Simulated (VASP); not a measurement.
VASP runs on LiF (rock salt) share one base input (PBE GGA, plane waves, VASP's PBE PAW potentials (set 64)) and change the settings named in each case.

File KPOINTS:
```
Automatic mesh
0
Gamma
10 10 10
0 0 0
```

**INCAR**
```
# general
SYSTEM=LiF
PREC  =Accurate
ENCUT =520
LREAL =F
LASPH =T

# electronic loop
EDIFF =1E-6
NELM  =100
ALGO  =Normal

# smearing
ISMEAR=0
SIGMA =0.05

# functional
GGA   =PE

# ions
ISIF  =2

# output
LWAVE =F
LCHARG=F
```

File POSCAR:
```
LiF
2.9066330
  0.0000000000   0.7071068140   0.7071068140
  0.7071068140   0.0000000000   0.7071068140
  0.7071068140   0.7071068140   0.0000000000
Li F
1 1
Cartesian
  0.0000000000   0.0000000000   0.0000000000
  0.7071068140   0.7071068140   0.7071068140
```

POTCAR, in this order: Li_sv F (PBE.64 set). Program: vasp_std.

```json
[
 {"change": "base run", "E(σ→0) (eV/atom)": "-4.8188", "−TS (eV)": "0.0000"},
 {"change": "SIGMA = 0.2", "E(σ→0) (eV/atom)": "-4.8188", "−TS (eV)": "0.0000"},
 {"change": "ISMEAR = -1, SIGMA = 0.1", "E(σ→0) (eV/atom)": "-4.8188", "−TS (eV)": "0.0000"},
 {"change": "SIGMA = 0.01", "E(σ→0) (eV/atom)": "-4.8188", "−TS (eV)": "0.0000"},
 {"change": "ISMEAR = 2, SIGMA = 0.5", "E(σ→0) (eV/atom)": "…", "−TS (eV)": "…"},
 {"change": "SIGMA = 0.3", "E(σ→0) (eV/atom)": "-4.8188", "−TS (eV)": "0.0000"},
 {"change": "SIGMA = 0.1", "E(σ→0) (eV/atom)": "-4.8188", "−TS (eV)": "0.0000"},
 {"change": "ISMEAR = -5, SIGMA removed", "E(σ→0) (eV/atom)": "-4.8188", "−TS (eV)": "0.0000"},
 {"change": "ISMEAR = -4, SIGMA removed", "E(σ→0) (eV/atom)": "-4.8188", "−TS (eV)": "0.0000"}
]
```

What belongs in the gaps?

- ISMEAR = 2, SIGMA = 0.5, E(σ→0) (eV/atom): -4.8163
- ISMEAR = 2, SIGMA = 0.5, −TS (eV): 0.0313

Left out are runs that ran out of time, are held back, or changed the cell or the kind of run, fixed moments of cells without a moment, rows past the twelfth, gaps on odd meshes, pressures of charged cells and columns that move by less than the noise.

The compound is LiF in the rock salt structure. The cell was not relaxed at this level.
